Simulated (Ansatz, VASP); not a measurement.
# TlH3 in two plane-wave programs, part 2 of 2

Wanted: the spread between two codes on one cell, functional and k mesh. The cell is generated by rule, not measured, and may not be a known phase. Of the first pair: The cell is taken from a series of runs on this material, whose earlier steps may have relaxed, scaled, displaced or heated it; both programs get it as it stands.

VASP 6.6.1 and Ansatz 0.2.0.

So far: Starting point; Ansatz: relaxation of cell and atoms, PBEsol, pair 1; VASP: relaxation of cell and atoms, PBEsol, pair 1; Comparison.

### Step 5. VASP: relaxation of cell and atoms, PBEsol, pair 2

Level of this step: PBEsol; plane waves and PAW (Tl_d, H); invented cell (VASP).

The relaxed volume is the usual yardstick between codes: in a stiff, nearly cubic crystal its relative difference is about their pressure difference at one cell divided by the bulk modulus. Its start cell is another than that of the pair before, and may be another structure of the material.

File INCAR:

```
SYSTEM = TlH3
PREC = Accurate
ENCUT = 500
EDIFF = 1E-07
NELM = 120
ISMEAR = 0
SIGMA = 0.1
LREAL = .FALSE.
ALGO = Normal
GGA = PS
NBANDS = 14
LORBIT = 11
LWAVE = .FALSE.
LCHARG = .FALSE.
ISIF = 3
IBRION = 2
NSW = 80
EDIFFG = -0.005
LASPH = .TRUE.
GGA_COMPAT = .FALSE.
NELMIN = 4
KPAR = 2
```

File POSCAR:

```
TlH3
1.0
    3.8938038885      0.0000000000      0.0000000000
    0.0000000000      3.8938038885      0.0000000000
    0.0000000000      0.0000000000      3.8938038885
Tl H
1 3
Direct
    0.0000000000      0.0000000000      0.0000000000
    0.5000000000      0.0000000000      0.0000000000
    0.0000000000      0.5000000000      0.0000000000
    0.0000000000      0.0000000000      0.5000000000
```

File KPOINTS:

```
Automatic mesh
0
Gamma
10 10 10
0 0 0
```

Potentials, in the order of the species: Tl_d and H (PBE family, release 64).

Started as:

```
$ mpirun -np 2 vasp_std
```

Numbers of over 12 decimals in the logs are rounded to 6 here.

Output:

```text
[banner, memory and clock lines left out]
running    2 mpi-ranks, on    1 nodes
[...]
[... a notice as in an earlier step ...]

 LDA part: xc-table for (Slater+PW92), standard interpolation
 POSCAR, INCAR and KPOINTS ok, starting setup
[...]
entering main loop
       N       E                     dE             d eps       ncg     rms          rms(c)
DAV:   1     0.515815538776E+02    0.51582E+02   -0.74490E+03  1632   0.940E+02
DAV:   2    -0.970284476597E+01   -0.61284E+02   -0.59142E+02  1892   0.198E+02
DAV:   3    -0.109000303519E+02   -0.11972E+01   -0.11911E+01  1874   0.258E+01
DAV:   4    -0.109078035905E+02   -0.77732E-02   -0.77729E-02  1938   0.232E+00
[...]
DAV:  12    -0.103798841830E+02    0.67895E-06   -0.51525E-06  1910   0.191E-02    0.210E-03
DAV:  13    -0.103798851254E+02   -0.94243E-06   -0.12526E-06  1656   0.669E-03    0.607E-04
DAV:  14    -0.103798851851E+02   -0.59640E-07   -0.79322E-08  1594   0.169E-03
   1 F= -.10379885E+02 E0= -.10379044E+02  d E =-.103799E+02
[...]
N       E                     dE             d eps       ncg     rms          rms(c)
DAV:   1    -0.103801416134E+02   -0.25649E-03   -0.35962E-03  1742   0.579E-01    0.859E-02
DAV:   2    -0.103799405320E+02    0.20108E-03   -0.35617E-04  1700   0.192E-01    0.311E-02
DAV:   3    -0.103799143278E+02    0.26204E-04   -0.78645E-05  1700   0.857E-02    0.272E-02
DAV:   4    -0.103799145484E+02   -0.22063E-06   -0.55726E-06  1736   0.185E-02    0.248E-03
DAV:   5    -0.103799142502E+02    0.29825E-06   -0.22878E-06  1706   0.153E-02    0.324E-03
DAV:   6    -0.103799142428E+02    0.73737E-08   -0.23905E-07  1680   0.491E-03
   2 F= -.10379914E+02 E0= -.10379074E+02  d E =-.290578E-04
 trial-energy change:   -0.000029  1 .order   -0.000028   -0.000040   -0.000015
 step:   1.4137(harm=  1.5977)  dis= 0.00000  next Energy=   -10.379917 (dE=-0.323E-04)
 reached required accuracy - stopping structural energy minimisation
```

From OUTCAR (step 5):

```text
  Total       -0.0124951     -0.0124951     -0.0124951      0.0000000      0.0000000      0.0000000
  in kB       -0.3395094     -0.3395094     -0.3395094      0.0000000      0.0000000      0.0000000
  external PRESSURE =      -0.3395094 kB  Pullay stress =       0.0000000 kB

 POSITION                                       TOTAL-FORCE (eV/Angst)
 -----------------------------------------------------------------------------------
      0.00000      0.00000      0.00000        -0.000000      0.000000      0.000000
      1.94612     -0.00000     -0.00000         0.000000     -0.000000      0.000000
     -0.00000      1.94612     -0.00000         0.000000     -0.000000      0.000000
      0.00000     -0.00000      1.94612         0.000000     -0.000000      0.000000
 -----------------------------------------------------------------------------------
    total drift:                               -0.000000     -0.000000     -0.000000

  FREE ENERGIE OF THE ION-ELECTRON SYSTEM (eV)
  ---------------------------------------------------
  free  energy   TOTEN  =       -10.3799142428 eV

  energy  without entropy=      -10.3782341594  energy(sigma->0) =      -10.37907420

[... 1 part as in an earlier step ...]

[... 3 further parts left out ...]
[key lines of the parts left out:]
E-fermi :   1.5741
```

### Step 6. Ansatz: relaxation of cell and atoms, PBEsol, pair 2

Its own start cell and the same functional, mesh and smearing now go to Ansatz, which takes its cutoff from its data sets.

The two relaxations start from unlike cells of this crystal, so only their ends are compared.

File input.yaml:

```yaml
crystal:
  lattice:
    - [4.4329, 0.0, 0.0]
    - [0.0, 4.4329, 0.0]
    - [0.0, 0.0, 4.4329]
  atoms:
    - { symbol: Tl, position: [0.0, 0.0, 0.0] }
    - { symbol: H, position: [0.5, 0.0, 0.0] }
    - { symbol: H, position: [0.0, 0.5, 0.0] }
    - { symbol: H, position: [0.0, 0.0, 0.5] }
kpoints:
  mp_grid: { grid: [10, 10, 10] }
hamiltonian:
  xc: pbesol
scf:
  occupations: { method: gaussian, width: 0.1 }
output:
  forces: true
  stress: true
  eigenvalues: true
relax:
  adjacent_minimum: "off"
  f_tol: 0.005
  max_steps: 80
  cell: { stress_tol: 0.05 }
```

Started as:

```
$ ansatz run input.yaml --threads 4 --pin off --max-ram 7168MiB --backend cpu --events-out ev --progress --plain --runs-dir out
```

Output:

```text
[...]
Crystal: 4 atoms, lattice volume = 87.109 Å³
Basis set: ecut = 420 eV, 1743 PW (Γ), exchange–correlation on 60×60×60 points (8 copies of the dense FFT grid, shifted against one another)
Bands: 12, of which v1, the nominal top of the filled ones, is band 8 counted from 1 (7 counted from 0)
Symmetry: 48 space group operations
[...]
k-points: 56 of 1000
[...]
k-point 55: bands = [... 4 lower, -7.9592, -1.0497, -0.6858, -0.6858, -0.6858, 9.0385, 9.0385, 9.0385]
--- Relaxed structure (6 steps of the walk, 6 accepted, 2 SCFs on fresh bases) ---
[...]
cell:  # Å, volume = 59.1226 Å³
    - [3.895691, 0, 0]
    - [0, 3.895691, 0.0]
    - [0, 0.0, 3.895691]
  atoms:
    - { symbol: Tl, position: [0, 0, 0] }
    - { symbol: H, position: [0.500000, 0, 0] }
    - { symbol: H, position: [0, 0.500000, 0] }
    - { symbol: H, position: [0, 0, 0.500000] }
[key lines of the parts left out:]
SCF converged after 3 iterations
Free energy (F): -11340.484969 eV
Fermi energy:    3.515808 eV
P = ⅓ Tr σ = -0.0013 GPa (-0.013 kbar)
```

### Step 7. Comparison

Compared:

```csv
quantity,Ansatz,VASP,difference
volume (Å³),59.12,58.97,+0.27 %
"edge a after relaxation, in the typed setting (Å)",3.896,3.892,+0.09 %
```

### Step 8. Ansatz: zone-centre phonons, PBEsol

Second derivatives magnify differences that forces hide, and they need a tight electronic threshold.

The cell is taken from a series of runs on this material, whose earlier steps may have relaxed, scaled, displaced or heated it; both programs get it as it stands.

File input.yaml:

```yaml
crystal:
  lattice:
    - [3.8956913668, 0.0, 0.0]
    - [0.0, 3.8956913668, 0.0]
    - [0.0, 0.0, 3.8956913668]
  atoms:
    - { symbol: Tl, position: [0.0, 0.0, 0.0] }
    - { symbol: H, position: [0.5, 0.0, 0.0] }
    - { symbol: H, position: [0.0, 0.5, 0.0] }
    - { symbol: H, position: [0.0, 0.0, 0.5] }
kpoints:
  mp_grid: { grid: [12, 12, 12] }
hamiltonian:
  xc: pbesol
scf:
  occupations: { method: methfessel_paxton, width: 0.2 }
output:
  eigenvalues: true
phonons:
  method: dfpt
```

Output:

```text
zone centre: on kpoints.mp_grid the ground state, and the responses unless they are solved on pairs of k-points, stand on 343 of the mesh's 1728 k-points, reduced under 8 symmetry operations, with k and −k counted as one. Each operation leaves every solved displacement unchanged or reverses it
[...]
Crystal: 4 atoms, lattice volume = 59.123 Å³
[...]
k mesh reduced under 8 symmetry operations, with k and −k counted as one. Each operation leaves every solved displacement unchanged or reverses it
  ASR residual: 1.807e-5 → 0.000e0 eV/Å²; symmetrization residual: 6.391e-7 eV/Å²
  ASR residual per site (eV/Å²): 1.25e-6 1.81e-5 1.81e-5 1.81e-5
  Γ frequencies (cm⁻¹): 0.00 0.00 0.00 429.55 429.55 429.55 438.68 438.68 438.68 1441.56 1441.56 1441.56
  non-analytic LO–TO correction: not included (Born effective charges unavailable; polar crystals: no LO–TO splitting at Γ)
[key lines of the parts left out:]
SCF converged after 8 iterations
Free energy (F): -11340.492382 eV
Fermi energy:    3.367928 eV
```

### Step 9. VASP: zone-centre phonons, PBEsol

The same cell, functional, mesh and smearing now go to VASP, with its own data sets.

File INCAR:

```
SYSTEM = TlH3
PREC = Accurate
ENCUT = 500
EDIFF = 1E-08
NELM = 120
ISMEAR = 1
SIGMA = 0.2
LREAL = .FALSE.
ALGO = Normal
GGA = PS
NBANDS = 14
LORBIT = 11
LWAVE = .FALSE.
LCHARG = .FALSE.
ISIF = 2
IBRION = 8
LASPH = .TRUE.
GGA_COMPAT = .FALSE.
KPAR = 2
```

File POSCAR:

```
TlH3
1.0
    3.8956913668      0.0000000000      0.0000000000
    0.0000000000      3.8956913668      0.0000000000
    0.0000000000      0.0000000000      3.8956913668
Tl H
1 3
Direct
    0.0000000000      0.0000000000      0.0000000000
    0.5000000000      0.0000000000      0.0000000000
    0.0000000000      0.5000000000      0.0000000000
    0.0000000000      0.0000000000      0.5000000000
```

File KPOINTS:

```
Automatic mesh
0
Gamma
12 12 12
0 0 0
```

Started as:

```
$ mpirun -np 2 vasp_std
```

Output:

```text
[... set-up lines as in an earlier step ...]
 entering main loop
       N       E                     dE             d eps       ncg     rms          rms(c)
DAV:   1     0.539035041439E+02    0.53904E+02   -0.74385E+03  2440   0.938E+02
DAV:   2    -0.962197242379E+01   -0.63525E+02   -0.60882E+02  2862   0.201E+02
DAV:   3    -0.108874404901E+02   -0.12655E+01   -0.12567E+01  2718   0.266E+01
DAV:   4    -0.108958934194E+02   -0.84529E-02   -0.84524E-02  2914   0.239E+00
[...]
DAV:  13    -0.103881241927E+02   -0.10385E-05   -0.16083E-06  2448   0.775E-03    0.721E-04
DAV:  14    -0.103881242186E+02   -0.25885E-07   -0.65277E-08  2940   0.192E-03    0.552E-04
DAV:  15    -0.103881242164E+02    0.22303E-08   -0.25739E-09  2070   0.441E-04
   1 F= -.10388124E+02 E0= -.10388478E+02  d E =0.106243E-02
 Linear response reoptimize wavefunctions to high precision
DAV:   1    -0.103881242105E+02    0.59169E-08   -0.36227E-09  2598   0.505E-04
DAV:   2    -0.103881242105E+02   -0.10687E-10   -0.15698E-10  1956   0.997E-05
 Linear response DOF=           3
 Linear response progress:
[...]
RMM:   9    -0.159533960691E-01    0.25559E-06   -0.38935E-10  8446   0.107E-04    0.785E-06
RMM:  10    -0.159534218722E-01   -0.25803E-07   -0.21775E-11  9338   0.202E-05    0.392E-06
RMM:  11    -0.159534215079E-01    0.36431E-09   -0.11694E-11  8807   0.891E-06    0.924E-07
 first order change of Fermi-energy   0.54747E-03
 force on displaced ion       2 direction 1 :  -7.301   0.000  -0.000
 Linear response progress:
  Degree of freedom:   3/  3
       N       E                     dE             d eps       ncg     rms          rms(c)
RMM:   1    -0.147845701044E-01   -0.14785E-01   -0.54320E-03 17195   0.483E-01
RMM:   2    -0.146139719386E-01    0.17060E-03   -0.26889E-04 15111   0.841E-02    0.521E-02
RMM:   3    -0.148460177884E-01   -0.23205E-03   -0.16095E-05 15613   0.199E-02    0.301E-02
RMM:   4    -0.152511216718E-01   -0.40510E-03   -0.22043E-05 15295   0.229E-02    0.209E-03
[...]
RMM:   9    -0.152715179309E-01    0.17573E-07   -0.14496E-10 14590   0.416E-05    0.295E-06
RMM:  10    -0.152715299291E-01   -0.11998E-07    0.16160E-11 16265   0.104E-05    0.107E-06
RMM:  11    -0.152715202243E-01    0.97048E-08    0.35769E-11 12909   0.272E-06    0.384E-07
 first order change of Fermi-energy  -0.69720E-04
 force on displaced ion       2 direction 2 :   0.000  -0.871   0.000
 Linear response finished
```

Parts of OUTCAR (step 9):

```text
  Total       -0.0609174     -0.0609174     -0.0609174      0.0000000      0.0000000      0.0000000
  in kB       -1.6508157     -1.6508157     -1.6508157      0.0000000      0.0000000      0.0000000
  external PRESSURE =      -1.6508157 kB  Pullay stress =       0.0000000 kB

 POSITION                                       TOTAL-FORCE (eV/Angst)
 -----------------------------------------------------------------------------------
      0.00000      0.00000      0.00000         0.000000      0.000000      0.000000
      1.94785      0.00000      0.00000         0.000000      0.000000      0.000000
      0.00000      1.94785      0.00000         0.000000      0.000000      0.000000
      0.00000      0.00000      1.94785         0.000000      0.000000      0.000000
 -----------------------------------------------------------------------------------
    total drift:                               -0.000000     -0.000000     -0.000000

[... 1 part as in an earlier step ...]

[... 1 further part left out ...]
```

### Step 10. Comparison

The two programs side by side:

```csv
quantity,Ansatz,VASP,difference
optical mode 1 to 3 (cm⁻¹),429.6,430.8,-0.29 %
optical mode 4 to 6 (cm⁻¹),438.7,441.1,-0.55 %
optical mode 7 to 9 (cm⁻¹),1441.6,1444.2,-0.18 %
```

Modes are paired by rising frequency, not by their patterns, so a pair may set unlike modes beside each other; they are those without the splitting of longitudinal modes.

### Step 11. What came out

* difference in volume (relaxation of cell and atoms, PBEsol, pair 1): 0.33 %
* difference in volume (relaxation of cell and atoms, PBEsol, pair 2): 0.27 %
* r.m.s. difference of the optical zone-centre modes, each program's sorted by frequency (zone-centre phonons, PBEsol): 2.2 cm⁻¹
* difference in optical mode 4 to 6 (zone-centre phonons, PBEsol): -0.5 %

In words: The difference in volume is 0.33 % (relaxation of cell and atoms, PBEsol, pair 1), within the 1.2 % picked in this series as the mark of a large difference, as far as the stopping tolerances let one tell. Among the rows given in per cent, the largest difference of the zone-centre phonons, PBEsol pair is in optical mode 4 to 6, -0.5 %. Such differences can come from data sets, numerical settings and the points named under the comparisons, not from the functional's error against experiment.

[Lines on the potential files, build, host, timing and source positions are cut from VASP's logs without a mark.]

[Logs are printed without paths, hosts, clocks, repeated set-up lines and the standing remarks that a program may print on its own settings, such as how far it seeks lower states.]

[Hosts, paths, dates, database ids (printed as entryN), source tags and the programs' standing remarks are cut or masked in the printed files.]
